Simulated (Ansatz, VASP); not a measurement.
# Ni (Ni(100)) in two plane-wave programs, part 2 of 3

One calculation is typed for both programs; each brings its own data sets. How far apart do they land? The cell is taken from a series of runs on this material, whose earlier steps may have relaxed, scaled, displaced or heated it; both programs get it as it stands.

VASP 6.6.1 and Ansatz 0.2.0.

So far: Starting point; Ansatz: single point, PBE, pair 1.

## Step 3: VASP: single point, PBE, pair 1

Level of this step: PBE, spin-polarised from a ferromagnetic start; plane waves and PAW (Ni) (VASP).

The same cell, functional, mesh and smearing now go to VASP, with its own data sets.

Lines of VASP's logs that name or quote its potential files are left out, and so is its time.

Contents of INCAR:

```
SYSTEM = Ni
PREC = Accurate
ENCUT = 520
EDIFF = 1E-06
NELM = 200
ISMEAR = -1
SIGMA = 0.1
LREAL = .FALSE.
ALGO = Normal
GGA = PE
NBANDS = 49
ISPIN = 2
MAGMOM = 0.77 0.68 0.67 0.65 0.67 0.68 0.77
LASPH = .TRUE.
LMAXMIX = 4
LORBIT = 11
LWAVE = .FALSE.
LCHARG = .FALSE.
ISIF = 2
LDIPOL = .TRUE.
IDIPOL = 3
DIPOL = 0.5 0.5 0.5
LVHAR = .TRUE.
GGA_COMPAT = .FALSE.
NELMDL = -8
KPAR = 2
```

Contents of POSCAR:

```
Ni
1.0
    2.4890158698      0.0000000000      0.0000000000
    0.0000000000      2.4890158698      0.0000000000
    0.0000000000      0.0000000000     24.5600000000
Ni
7
Direct
    0.0000000000      0.0000000000      0.2850162866
    0.5000000000      0.5000000000      0.3566775244
    0.0000000000      0.0000000000      0.4283387622
    0.5000000000      0.5000000000      0.5000000000
    0.0000000000      0.0000000000      0.5716612378
    0.5000000000      0.5000000000      0.6433224756
    0.0000000000      0.0000000000      0.7149837134
```

Contents of KPOINTS:

```
Automatic mesh
0
Gamma
16 16 1
0 0 0
```

Potentials, in the order of the species: Ni (PBE family, release 64).

The run is started by

```bash
mpirun -np 2 vasp_std
```

Numbers of over 12 decimals in the logs are rounded to 6 here.

Output:

```text
[banner, memory and clock lines left out]
running    2 mpi-ranks, on    1 nodes
 distrk:  each k-point on    1 cores,    2 groups
 distr:  one band on    1 cores,    1 groups

 POSCAR found type information on POSCAR Ni
 POSCAR found :  1 types and       7 ions
 LDA part: xc-table for (Slater+PW92), standard interpolation
 POSCAR, INCAR and KPOINTS ok, starting setup
 FFT: planning ... GRIDC
 FFT: planning ... GRID_SOFT
 FFT: planning ... GRID
 WAVECAR not read
 entering main loop
       N       E                     dE             d eps       ncg     rms          rms(c)
DAV:   1     0.521440111679E+03    0.52144E+03   -0.31400E+04  8828   0.172E+03
DAV:   2     0.871935580953E+00   -0.52057E+03   -0.49485E+03  8828   0.354E+02
DAV:   3    -0.426583654787E+02   -0.43530E+02   -0.40604E+02  9555   0.139E+02
DAV:   4    -0.434982607462E+02   -0.83990E+00   -0.83749E+00  9712   0.213E+01
DAV:   5    -0.435168773267E+02   -0.18617E-01   -0.18616E-01 13685   0.206E+00
DAV:   6    -0.435170250200E+02   -0.14769E-03   -0.14769E-03 11693   0.207E-01
DAV:   7    -0.435170306714E+02   -0.56514E-05   -0.56516E-05 13188   0.327E-02
DAV:   8    -0.435170307529E+02   -0.81465E-07   -0.81439E-07  6790   0.464E-03    0.251E+01
DAV:   9    -0.492601777045E+02   -0.57431E+01   -0.93007E+01  9920   0.142E+02    0.397E+01
DAV:  10    -0.496457932098E+02   -0.38562E+00   -0.10465E+02 10028   0.142E+02    0.340E+01
DAV:  11    -0.382326552214E+02    0.11413E+02   -0.11479E+01 11462   0.607E+01    0.150E+01
DAV:  12    -0.387867690813E+02   -0.55411E+00   -0.14037E+01 10321   0.809E+01    0.210E+01
DAV:  13    -0.373762440217E+02    0.14105E+01   -0.15041E+01 11052   0.449E+01    0.142E+01
DAV:  14    -0.375356285284E+02   -0.15938E+00   -0.50693E+00 10403   0.383E+01    0.184E+01
[...]
DAV:  37    -0.367586267216E+02   -0.12055E-04   -0.58054E-07  6078   0.768E-03    0.661E-03
DAV:  38    -0.367586355564E+02   -0.88348E-05   -0.31481E-07  5990   0.481E-03    0.399E-03
DAV:  39    -0.367586416788E+02   -0.61224E-05   -0.10518E-07  5655   0.245E-03    0.226E-03
DAV:  40    -0.367586461212E+02   -0.44424E-05   -0.72834E-08  5683   0.202E-03    0.702E-04
DAV:  41    -0.367586477241E+02   -0.16029E-05   -0.59549E-08  5665   0.194E-03    0.107E-03
DAV:  42    -0.367586503729E+02   -0.26488E-05   -0.36426E-08  5607   0.162E-03    0.608E-04
DAV:  43    -0.367586513960E+02   -0.10231E-05   -0.29012E-08  5448   0.115E-03    0.125E-03
DAV:  44    -0.367586518852E+02   -0.48921E-06   -0.20300E-08  5425   0.122E-03
   1 F= -.36758652E+02 E0= -.36557629E+02  d E =-.402046E+00  mag=     4.5326
```

Parts of OUTCAR (step 3):

```text
ion  position               nearest neighbor table
   1  0.000  0.000  0.285-   2 2.49   2 2.49   2 2.49   2 2.49
   2  0.500  0.500  0.357-   1 2.49   3 2.49   1 2.49   3 2.49   1 2.49   3 2.49   1 2.49   3 2.49

  LATTYP: Found a simple tetragonal cell.
 ALAT       =     2.4890158698
 C/A-ratio  =     9.8673537192

 Subroutine GETGRP returns: Found 16 space group operations
 (whereof 16 operations were pure point group operations)

The static configuration has the point symmetry D_4h.

 Found     45 irreducible k-points:

   k-points           NKPTS =     45   k-points in BZ     NKDIM =     45   number of bands    NBANDS=     49

   dimension x,y,z NGX =    20 NGY =   20 NGZ =  192
   dimension x,y,z NGXF=    40 NGYF=   40 NGZF=  384

   ENCUT  =  520.0 eV  38.22 Ry    6.18 a.u.   4.63  4.63 45.67*2*pi/ulx,y,z

   NELECT =      70.0000    total number of electrons

 k-points in reciprocal lattice and weights: Automatic mesh
   0.00000000  0.00000000  0.00000000       0.004
   0.06250000  0.00000000  0.00000000       0.016
   0.12500000  0.00000000  0.00000000       0.016
   0.18750000  0.00000000  0.00000000       0.016
   0.25000000  0.00000000  0.00000000       0.016
   0.31250000  0.00000000  0.00000000       0.016
   0.37500000  0.00000000  0.00000000       0.016
   0.43750000  0.00000000  0.00000000       0.016
   0.50000000  0.00000000  0.00000000       0.008
[...]
0.50000000  0.43750000  0.00000000       0.016
   0.50000000  0.50000000  0.00000000       0.004

 dipolmoment           0.000000      0.000000      0.000000 electrons x Angstroem

 average (electrostatic) potential at core
       1 -88.7403       2 -89.0714       3 -89.0607       4 -89.0423       5 -89.0607
       6 -89.0714       7 -88.7403

 E-fermi :   2.3110

 spin component 1
 k-point     1 :       0.0000    0.0000    0.0000
  band No.  band energies     occupation
    ...
     37       1.7219      0.99724
     38       1.7645      0.99579
     39       1.8154      0.99301
     40       1.8154      0.99301
     41       1.9646      0.96964
     42       3.3124      0.00004
     43       4.3032      0.00000
     44       6.9656      0.00000
     45       7.4300      0.00000
     46       8.6758      0.00000
    ...

 k-point     2 :       0.0625    0.0000    0.0000
  band No.  band energies     occupation
    ...
     37       1.6903      0.99799
     38       1.6918      0.99796
     39       1.7556      0.99614
     40       1.8219      0.99254
     41       2.2851      0.56455
     42       3.5601      0.00000
     43       4.5770      0.00000
     44       7.0618      0.00000
     45       7.5328      0.00000
     46       8.7675      0.00000
    ...

 k-point     3 :       0.1250    0.0000    0.0000
  band No.  band energies     occupation
    ...
     36       1.6305      0.99889
     37       1.6829      0.99813
     38       1.7145      0.99744
     39       1.7798      0.99509
     40       1.8114      0.99328
     41       2.8165      0.00634
     42       4.1300      0.00000
     43       5.2368      0.00000
     44       7.3494      0.00000
     45       7.8420      0.00000
    ...

 k-point     4 :       0.1875    0.0000    0.0000
  band No.  band energies     occupation
    ...
     36       1.5899      0.99926
     37       1.7162      0.99740
     38       1.7704      0.99553
     39       1.7864      0.99476
     40       2.1228      0.86791
     41       3.4166      0.00002
     42       4.8467      0.00000
     43       6.0853      0.00000
     44       7.8249      0.00000
     45       8.3592      0.00000
    ...

 k-point     5 :       0.2500    0.0000    0.0000
  band No.  band energies     occupation
    ...
     35       1.5416      0.99954
     36       1.6173      0.99903
     37       1.6837      0.99812
     38       1.7511      0.99631
     39       1.7628      0.99586
     40       2.5658      0.07258
     41       4.0589      0.00000
     42       5.6359      0.00000
     43       7.0224      0.00000
     44       8.4725      0.00000
    ...

 k-point     6 :       0.3125    0.0000    0.0000
  band No.  band energies     occupation
    ...
     35       1.5854      0.99929
     36       1.6523      0.99862
     37       1.7142      0.99745
     38       1.7519      0.99628
     39       1.7728      0.99542
     40       3.0295      0.00076
     41       4.6848      0.00000
     42       6.3465      0.00000
     43       7.8405      0.00000
     44       8.0484      0.00000
    ...

  Total       -2.0934103     -2.0934103     -0.9210022      0.0000000     -0.0000000     -0.0000000
  in kB      -22.0435350    -22.0435350     -9.6981199      0.0000000     -0.0000000     -0.0000000
  external PRESSURE =     -17.9283967 kB  Pullay stress =       0.0000000 kB

  energy-cutoff  :      520.00
  volume of cell :      152.15
      direct lattice vectors                 reciprocal lattice vectors
     2.489015870  0.000000000  0.000000000     0.401765217  0.000000000  0.000000000
     0.000000000  2.489015870  0.000000000     0.000000000  0.401765217  0.000000000
     0.000000000  0.000000000 24.560000000     0.000000000  0.000000000  0.040716612

 POSITION                                       TOTAL-FORCE (eV/Angst)
 -----------------------------------------------------------------------------------
      0.00000      0.00000      7.00000         0.000000      0.000000      0.307464
      1.24451      1.24451      8.76000         0.000000     -0.000000     -0.341929
      0.00000      0.00000     10.52000        -0.000000      0.000000      0.022606
      1.24451      1.24451     12.28000        -0.000000      0.000000      0.000000
      0.00000      0.00000     14.04000        -0.000000      0.000000     -0.022606
      1.24451      1.24451     15.80000        -0.000000     -0.000000      0.341929
      0.00000      0.00000     17.56000        -0.000000      0.000000     -0.307464
 -----------------------------------------------------------------------------------
    total drift:                               -0.000000      0.000000      0.000000

  FREE ENERGIE OF THE ION-ELECTRON SYSTEM (eV)
  ---------------------------------------------------
  free  energy   TOTEN  =       -36.7586518852 eV

  energy  without entropy=      -36.3566058335  energy(sigma->0) =      -36.55762886

 vacuum level on the upper side and lower side of the slab         7.202         7.202

 total charge
# of ion       s       p       d       tot
------------------------------------------
    1        0.470   0.335   8.316   9.121
    2        0.493   0.493   8.311   9.297
    3        0.497   0.496   8.314   9.306
    4        0.497   0.495   8.316   9.308
    5        0.497   0.496   8.314   9.306
    6        0.493   0.493   8.311   9.297
    7        0.470   0.335   8.316   9.121
--------------------------------------------------
tot          3.415   3.144  58.198  64.756

 magnetization (x)
# of ion       s       p       d       tot
------------------------------------------
    1       -0.002  -0.017   0.751   0.732
    2       -0.007  -0.024   0.673   0.643
    3       -0.006  -0.024   0.662   0.632
    4       -0.006  -0.024   0.643   0.613
    5       -0.006  -0.024   0.662   0.632
    6       -0.007  -0.024   0.673   0.643
    7       -0.002  -0.017   0.751   0.732
--------------------------------------------------
tot         -0.037  -0.152   4.815   4.627

[... 6 further parts left out ...]
```

The magnetic state follows from one typed start and may not be the lowest.

## Step 4: Comparison

Known differences besides the potentials themselves: VASP starts from the moments at which Ansatz ended; the data sets hold 126 valence electrons in Ansatz (on its default PAW (the set named soft_2) files) and 70 in VASP; the cutoff is 420 eV in Ansatz and 520 eV in VASP; site moments are counted in spheres of each program's own size. Total energies have different zeros and are not compared.

Compared:

| quantity | Ansatz | VASP | difference |
| --- | --- | --- | --- |
| total moment (μB) | 4.62 | 4.53 | +0.09 |
| moment on Ni1 (μB) | 0.77 | 0.73 | +0.03 |
| moment on Ni7 (μB) | 0.77 | 0.73 | +0.03 |
| moment on Ni6 (μB) | 0.68 | 0.64 | +0.04 |
| moment on Ni2 (μB) | 0.68 | 0.64 | +0.04 |
| moment on Ni5 (μB) | 0.67 | 0.63 | +0.04 |
| moment on Ni3 (μB) | 0.67 | 0.63 | +0.04 |
| moment on Ni4 (μB) | 0.65 | 0.61 | +0.04 |
| work function, lower of the two faces (eV) | 4.91 | 4.89 | +0.02 |
| work function, higher of the two faces (eV) | 4.91 | 4.89 | +0.02 |

With vacuum in the cell, a pressure given here is an average over mostly empty space and none of the material.

## Step 5: Ansatz: single point, PBE, pair 2

A single point gives forces, pressure and levels at one fixed geometry, so differences don't come from the geometry; what else differs is listed under the comparison. This pair takes another cell of the material, with 8 atoms against 7 for the pair before.

The cell is taken from a series of runs on this material, whose earlier steps may have relaxed, scaled, displaced or heated it; both programs get it as it stands.

Contents of input.yaml:

```yaml
crystal:
  lattice:
    - [2.4890158698, 0.0, 0.0]
    - [0.0, 2.4890158698, 0.0]
    - [0.0, 0.0, 30.32]
  atoms:
    - { symbol: Ni, position: [0.5, 0.5, 0.2968337731], spin: 0.7 }
    - { symbol: Ni, position: [0.0, 0.0, 0.3548812665], spin: 0.7 }
    - { symbol: Ni, position: [0.5, 0.5, 0.4129287599], spin: 0.7 }
    - { symbol: Ni, position: [0.0, 0.0, 0.4709762533], spin: 0.7 }
    - { symbol: Ni, position: [0.5, 0.5, 0.5290237467], spin: 0.7 }
    - { symbol: Ni, position: [0.0, 0.0, 0.5870712401], spin: 0.7 }
    - { symbol: Ni, position: [0.5, 0.5, 0.6451187335], spin: 0.7 }
    - { symbol: Ni, position: [0.0, 0.0, 0.7031662269], spin: 0.7 }
magnetization:
  spin_polarized: true
kpoints:
  mp_grid: { grid: [16, 16, 1] }
hamiltonian:
  xc: pbe
scf:
  occupations: { method: fermi_dirac, width: 0.1 }
  convergence: { dr2_threshold: 1.0e-09 }
efield:
  axis: 3
  dipole_correction: true
  ramp_position: 0.97
  ramp_width: 0.06
output:
  write_potential: true
  write_density: true
  volumetric_format: npy
```

The run is started by

```bash
ansatz run input.yaml --threads 4 --pin off --max-ram 6144MiB --backend cpu --events-out ev --progress --plain --runs-dir out
```

Output:

```text
[...]
Crystal: 8 atoms, lattice volume = 187.838 Å³
Basis set: ecut = 420 eV, 3637 PW (Γ)
Bands: 90, of which v1, the nominal top of the filled ones, is band 72 counted from 1 (71 counted from 0)
Symmetry: 8 space group operations
k-points: 45 of 256
[...]
k-point 1 ↑: bands = [... 68 lower, 4.9190, 4.9426, 5.1013, 5.1120, 5.1355, 5.1508, 5.2245, 5.2275, ... 14 higher]
  k-point 2 ↑: bands = [... 68 lower, 4.8510, 4.8751, 4.8949, 5.0553, 5.0807, 5.1652, 5.2383, 5.3124, ... 14 higher]
  k-point 44 ↓: bands = [... 68 lower, 6.2488, 6.2488, 6.5247, 6.5247, 8.6359, 8.6359, 9.7332, 9.7332, ... 14 higher]
[key lines of the parts left out:]
SCF converged after 20 iterations
Magnetization: 5.2136 μB (74.6068 up, 69.3932 down)
Free energy (F): -46716.231724 eV
Fermi energy:    5.843900 eV
Dipole field:    D = -0.000001 V/Å  (p = -0.000001 e·Å, saw-weighted, corrected)
Work function:   Φ+ = 4.9020 eV   Φ− = 4.9019 eV
```

## Step 6: VASP: single point, PBE, pair 2

The same cell, functional, mesh and smearing now go to VASP, with its own data sets.

Edit INCAR of step 3 so:

```diff
@@ -10,5 +10,5 @@
 GGA = PE
-NBANDS = 49
+NBANDS = 57
 ISPIN = 2
-MAGMOM = 0.77 0.68 0.67 0.65 0.67 0.68 0.77
+MAGMOM = 0.76 0.68 0.67 0.65 0.65 0.67 0.68 0.76
 LASPH = .TRUE.
```

Contents of POSCAR:

```
Ni
1.0
    2.4890158698      0.0000000000      0.0000000000
    0.0000000000      2.4890158698      0.0000000000
    0.0000000000      0.0000000000     30.3200000000
Ni
8
Direct
    0.5000000000      0.5000000000      0.2968337731
    1.0000000000      0.0000000000      0.3548812665
    0.5000000000      0.5000000000      0.4129287599
    1.0000000000      0.0000000000      0.4709762533
    0.5000000000      0.5000000000      0.5290237467
    1.0000000000      0.0000000000      0.5870712401
    0.5000000000      0.5000000000      0.6451187335
    1.0000000000      0.0000000000      0.7031662269
```

KPOINTS is that of step 3.

The run is started by

```bash
mpirun -np 2 vasp_std
```

Output:

```text
[banner, memory and clock lines left out]
running    2 mpi-ranks, on    1 nodes
[...]
LDA part: xc-table for (Slater+PW92), standard interpolation
 POSCAR, INCAR and KPOINTS ok, starting setup
[...]
entering main loop
       N       E                     dE             d eps       ncg     rms          rms(c)
DAV:   1     0.610971017349E+03    0.61097E+03   -0.35565E+04 10260   0.165E+03
DAV:   3    -0.487961644220E+02   -0.54696E+02   -0.50146E+02 10979   0.142E+02
DAV:   4    -0.500239457940E+02   -0.12278E+01   -0.12222E+01 11342   0.238E+01
DAV:   5    -0.500491500500E+02   -0.25204E-01   -0.25203E-01 15645   0.221E+00
[...]
DAV:  55    -0.422592928089E+02   -0.11406E-04   -0.39467E-07  6797   0.963E-03    0.113E-03
DAV:  56    -0.422592942464E+02   -0.14375E-05   -0.74610E-08  6758   0.186E-03    0.160E-03
DAV:  57    -0.422592945647E+02   -0.31836E-06   -0.25306E-08  6504   0.146E-03
   1 F= -.42259295E+02 E0= -.42031580E+02  d E =-.455430E+00  mag=     5.1113
```

Parts of OUTCAR (step 6):

```text
  Total       -2.0924775     -2.0924775     -0.9531633      0.0000000      0.0000000     -0.0000000
  in kB      -17.8478892    -17.8478892     -8.1300529      0.0000000      0.0000000     -0.0000000
  external PRESSURE =     -14.6086104 kB  Pullay stress =       0.0000000 kB

 POSITION                                       TOTAL-FORCE (eV/Angst)
 -----------------------------------------------------------------------------------
      1.24451      1.24451      9.00000        -0.000000     -0.000000      0.312399
      0.00000      0.00000     10.76000        -0.000000     -0.000000     -0.351033
      1.24451      1.24451     12.52000         0.000000     -0.000000      0.032949
      0.00000      0.00000     14.28000        -0.000000     -0.000000      0.001450
      1.24451      1.24451     16.04000         0.000000     -0.000000     -0.001450
      0.00000      0.00000     17.80000        -0.000000     -0.000000     -0.032949
      1.24451      1.24451     19.56000         0.000000      0.000000      0.351033
      0.00000      0.00000     21.32000        -0.000000     -0.000000     -0.312399
 -----------------------------------------------------------------------------------
    total drift:                               -0.000000      0.000000      0.000000

  FREE ENERGIE OF THE ION-ELECTRON SYSTEM (eV)
  ---------------------------------------------------
  free  energy   TOTEN  =       -42.2592945647 eV

  energy  without entropy=      -41.8038648570  energy(sigma->0) =      -42.03157971

 magnetization (x)
# of ion       s       p       d       tot
------------------------------------------
    1       -0.002  -0.018   0.748   0.728
    2       -0.007  -0.024   0.670   0.639
    3       -0.007  -0.025   0.660   0.628
    4       -0.006  -0.024   0.646   0.615
    5       -0.006  -0.024   0.646   0.615
    6       -0.007  -0.025   0.660   0.628
    7       -0.007  -0.024   0.670   0.639
    8       -0.002  -0.018   0.748   0.728
--------------------------------------------------
tot         -0.044  -0.181   5.446   5.222

[... 3 further parts left out ...]
[key lines of the parts left out:]
E-fermi :   1.7721
```

## Step 7: Side by side

What differs besides the data sets and the points named for the pairs above, as far as they apply: the data sets hold 144 valence electrons in Ansatz (on its default PAW (the set named soft_2) files) and 80 in VASP. Total energies have different zeros and are not compared.

Both answers:

| quantity | Ansatz | VASP | difference |
| --- | --- | --- | --- |
| total moment (μB) | 5.21 | 5.11 | +0.10 |
| moment on Ni1 (μB) | 0.76 | 0.73 | +0.03 |
| moment on Ni8 (μB) | 0.76 | 0.73 | +0.03 |
| moment on Ni7 (μB) | 0.68 | 0.64 | +0.04 |
| moment on Ni2 (μB) | 0.68 | 0.64 | +0.04 |
| moment on Ni6 (μB) | 0.67 | 0.63 | +0.04 |
| moment on Ni3 (μB) | 0.67 | 0.63 | +0.04 |
| moment on Ni4 (μB) | 0.65 | 0.61 | +0.04 |
| moment on Ni5 (μB) | 0.65 | 0.61 | +0.04 |
| work function, lower of the two faces (eV) | 4.90 | 4.88 | +0.02 |
| work function, higher of the two faces (eV) | 4.90 | 4.88 | +0.02 |

With vacuum in the cell, a pressure given here is an average over mostly empty space and none of the material.

[end of part 2 of 3]

[Lines on the potential files, build, host, timing and source positions are cut from VASP's logs without a mark.]

[Logs are printed without paths, hosts, clocks, repeated set-up lines and the standing remarks that a program may print on its own settings, such as how far it seeks lower states.]

[Hosts, paths, dates, database ids (printed as entryN), source tags and the programs' standing remarks are cut or masked in the printed files.]
